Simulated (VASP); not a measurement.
The input files of a VASP run:

### POSCAR
```
Ti3ZnN
1
    3.9596680000     0.0000000000     0.0000000000
    0.0000000000     3.9596680000     0.0000000000
    0.0000000000     0.0000000000     3.9596680000
Zn N Ti
1 1 3
Direct
  0.0000000000   0.0000000000   0.0000000000
  0.5000000000   0.5000000000   0.5000000000
  0.0000000000   0.5000000000   0.5000000000
  0.5000000000   0.5000000000   0.0000000000
  0.5000000000   0.0000000000   0.5000000000
```

File KPOINTS:
```
Automatic
0
Gamma
  7 7 7
0 0 0
```

INCAR:
```
# general
SYSTEM  = Ti3ZnN
PREC    = Accurate
ENCUT   = 400
LREAL   = .False.   # projection in real space or not
LASPH   = .True.   # aspherical one-centre terms

# electronic loop
EDIFF   = 1E-6   # SCF stop (eV)
NELM    = 100   # most electronic steps
ALGO    = Normal   # blocked Davidson
LMAXMIX = 4

# smearing
ISMEAR  = -1
SIGMA   = 0.1   # width (eV)

# ions
ISIF    = 2   # forces and stress, cell fixed

# output
LWAVE   = .False.
LCHARG  = .False.
```

POTCAR, in this order: Zn N Ti_sv (LDA.64 set). Program: vasp_std.

Task: Translate this LDA calculation to Quantum ESPRESSO's pw.x.

Result: One equivalent input (not run):
```
&CONTROL
  calculation = 'scf'
  pseudo_dir = './pseudo'
  outdir = './out'
  tprnfor = .true.
  tstress = .true.
/
&SYSTEM
  ibrav = 0
  nat = 5
  ntyp = 3
  ecutwfc = 84
  occupations = 'smearing'
  smearing = 'fermi-dirac'
  degauss = 0.00735
  input_dft = 'pz'
/
&ELECTRONS
  conv_thr = 7.3e-08
  electron_maxstep = 100
/
ATOMIC_SPECIES
  Zn 65.380 Zn.upf
  N 14.007 N.upf
  Ti 47.867 Ti.upf
CELL_PARAMETERS angstrom
     3.9596680    0.0000000    0.0000000
     0.0000000    3.9596680    0.0000000
     0.0000000    0.0000000    3.9596680
ATOMIC_POSITIONS crystal
  Zn   0.0000000  0.0000000  0.0000000
  N    0.5000000  0.5000000  0.5000000
  Ti   0.0000000  0.5000000  0.5000000
  Ti   0.5000000  0.5000000  0.0000000
  Ti   0.5000000  0.0000000  0.5000000
K_POINTS automatic
  7 7 7 0 0 0
```
What does not carry over: the potentials are each code's own (VASP's PAW set, PseudoDojo norm-conserving files in pw.x), so ENCUT and ecutwfc are chosen apart and not converted; conv_thr bounds pw.x's estimated SCF error, while EDIFF bounds the energy change between steps.

The structure was generated: Ti3ZnN was put into an ordered model structure, which need not be its known phase. The cell was not relaxed at this level.
